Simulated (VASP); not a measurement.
Computed with PBE GGA, VASP's PBE PAW potentials (set 64) (plane waves; VASP).

VASP input:

INCAR:
```
! general
SYSTEM =Y
PREC   =Normal
ENCUT  =400
LREAL  =F
LASPH  =T

! electronic loop
EDIFF  =1E-5
NELM   =100
NELMIN =4
ALGO   =Fast
LMAXMIX=4

! smearing
ISMEAR =1
SIGMA  =0.1

! functional
GGA    =PE

! ions
IBRION =2
NSW    =20
ISIF   =2
EDIFFG =-0.03

! output
LWAVE  =F
LCHARG =F
```

KPOINTS:
```
Automatic mesh
0
Gamma
12 12 8
0 0 0
```

**POSCAR**
```
Y
1.0
  1.8284642864  -3.1669933216   0.0000000000
  1.8284642864   3.1669933216   0.0000000000
  0.0000000000   0.0000000000   5.6437470098
Y
2
Cartesian
  1.8284642864   1.0556665519   1.4109367525
  1.8284642864  -1.0556665519   4.2328102573
```

POTCAR, in this order: Y_sv (PBE.64 set). Program: vasp_std.

Output of the run:

### OUTCAR
```
 ion  position               nearest neighbor table
   1  0.333  0.667  0.250-   2 3.52   2 3.52   2 3.52   2 3.52   2 3.52   2 3.52
   2  0.667  0.333  0.750-   1 3.52   1 3.52   1 3.52   1 3.52   1 3.52   1 3.52
  LATTYP: Found a hexagonal cell.
 ALAT       =     3.6569288133
 C/A-ratio  =     1.5433023988
 Subroutine PRICEL returns:
 Original cell was already a primitive cell.
 Subroutine GETGRP returns: Found 24 space group operations
The static configuration has the point symmetry D_3d.
 The point group associated with its full space group is D_6h.
The dynamic configuration has the point symmetry D_3d.
 Subroutine INISYM returns: Found 24 space group operations
 Subroutine IBZKPT returns following result:
 Found     95 irreducible k-points:

 Following reciprocal coordinates:
            Coordinates               Weight
  0.000000  0.000000  0.000000      1.000000
  0.083333 -0.000000  0.000000      6.000000
  0.166667  0.000000  0.000000      6.000000
  0.250000  0.000000  0.000000      6.000000
  0.333333 -0.000000  0.000000      6.000000
  0.416667 -0.000000  0.000000      6.000000
  0.500000  0.000000  0.000000      3.000000
...
```

File OSZICAR:
```
       N       E                     dE             d eps       ncg     rms          rms(c)
DAV:   1     0.774581307196E+02    0.77458E+02   -0.10253E+04  2882   0.116E+03
DAV:   2    -0.592127276012E+01   -0.83379E+02   -0.82359E+02  3474   0.255E+02
DAV:   3    -0.131296324357E+02   -0.72084E+01   -0.71329E+01  5485   0.450E+01
DAV:   4    -0.132554156114E+02   -0.12578E+00   -0.12568E+00  3145   0.698E+00
DAV:   5    -0.132586162738E+02   -0.32007E-02   -0.32006E-02  4206   0.857E-01    0.330E+01
RMM:   6    -0.129297949261E+02    0.32882E+00   -0.40083E-01  3017   0.426E+00    0.208E+01
RMM:   7    -0.128858497546E+02    0.43945E-01   -0.10836E+00  3463   0.678E+00    0.182E+00
RMM:   8    -0.128647985011E+02    0.21051E-01   -0.13088E-01  3079   0.264E+00    0.762E-01
RMM:   9    -0.128667842064E+02   -0.19857E-02   -0.24396E-02  3877   0.835E-01    0.512E-01
RMM:  10    -0.128682359172E+02   -0.14517E-02   -0.79229E-03  4371   0.377E-01    0.136E+00
RMM:  11    -0.128670537885E+02    0.11821E-02   -0.20045E-03  3587   0.427E-01    0.163E-01
RMM:  12    -0.128670928744E+02   -0.39086E-04   -0.68558E-04  3923   0.190E-01    0.161E-01
RMM:  13    -0.128671126213E+02   -0.19747E-04   -0.27517E-04  3408   0.749E-02    0.117E-01
RMM:  14    -0.128671093914E+02    0.32299E-05   -0.14662E-04  3235   0.103E-01    0.460E-02
RMM:  15    -0.128671147560E+02   -0.53646E-05   -0.56345E-05  2541   0.350E-02
   1 F= -.12867115E+02 E0= -.12868005E+02  d E =-.128671E+02
```

OUTCAR:
```
------------------------ aborting loop because EDIFF is reached ----------------------------------------
  FORCE on cell =-STRESS in cart. coord.  units (eV):
  Direction    XX          YY          ZZ          XY          YZ          ZX
  --------------------------------------------------------------------------------------
  Total        0.0009121      0.0009121      0.1051864      0.0000000      0.0000000      0.0000000
  in kB        0.0223582      0.0223582      2.5783322      0.0000000      0.0000000      0.0000000
  external PRESSURE =       0.8743495 kB  Pullay stress =       0.0000000 kB
  volume of cell :       65.36
      direct lattice vectors                 reciprocal lattice vectors
     1.828464286 -3.166993322  0.000000000     0.273453523 -0.157878451  0.000000000
     1.828464286  3.166993322  0.000000000     0.273453523  0.157878451  0.000000000
     0.000000000  0.000000000  5.643747010     0.000000000  0.000000000  0.177187248
 POSITION                                       TOTAL-FORCE (eV/Angst)
 -----------------------------------------------------------------------------------
      1.82846      1.05567      1.41094         0.000000     -0.000000      0.000000
      1.82846     -1.05567      4.23281         0.000000      0.000000      0.000000
 -----------------------------------------------------------------------------------
    total drift:                                0.000000      0.000518     -0.000011
  FREE ENERGIE OF THE ION-ELECTRON SYSTEM (eV)
  ---------------------------------------------------
  free  energy   TOTEN  =       -12.8671147560 eV

  energy  without entropy=      -12.8697857998  energy(sigma->0) =      -12.86800510

 reached required accuracy - stopping structural energy minimisation
```
(Selected blocks of OUTCAR.)

The compound is Y in the hcp structure. It was relaxed first.
